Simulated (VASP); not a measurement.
A run of VASP 6.6.1 is set up as follows.

The input INCAR:

```
  PREC = Accurate
  ENCUT = 600
  EDIFF = 1E-7
  ISMEAR = 0
  SIGMA = 0.1
  LREAL = False
  LASPH = True
  NELM = 80
  ALGO = Normal
  ISIF = 3
  LWAVE = False
  LCHARG = False
  GGA = PE
  IBRION = 2
  NSW = 90
  EDIFFG = -0.04
```

Contents of KPOINTS:

```
regular mesh
0
Gamma
  6 6 4
```

Contents of POSCAR:

```
AlB2C2
1.0
    3.3706743100      0.0000000000      0.0000000000
   -1.6853371600      2.9190895800      0.0000000000
    0.0000000000      0.0000000000      5.6873995300
Al B C
1 2 2
Direct
    0.0000000000      0.0000000000      0.5000000000
    0.3333333300      0.6666666700      0.5000000000
    0.6666666700      0.3333333300      0.5000000000
    0.3333333300      0.6666666700      0.0000000000
    0.6666666700      0.3333333300      0.0000000000
```

Potentials or basis: VASP PAW PBE potentials, release 64 (Al, B, C).

The run is started by

```console
$ cat potpaw_PBE.64/Al/POTCAR potpaw_PBE.64/B/POTCAR potpaw_PBE.64/C/POTCAR > POTCAR
$ mpirun -np 1 vasp_std > vasp.out
```

Q: What does it give for the relaxed volume?

A: 11.10 Å³/atom.

Q: Predict the band gap on the k mesh.

A: None (metal or under the smearing width).

Q: Estimate the relaxed cell.

A: a = 4.766 Å, b = 4.766 Å, c = 2.823 Å, α = 90.00°, β = 90.00°, γ = 120.00°.

Final structure:
```
Al B C
1.0
     4.76591    0.00000    0.00000
    -2.38295    4.12740    0.00000
     0.00000    0.00000    2.82262
Al B C
1 2 2
Direct
  0.00000 0.00000 0.50000
  0.33333 0.66667 0.50000
  0.66667 0.33333 0.50000
  0.33333 0.66667 0.00000
  0.66667 0.33333 0.00000
```
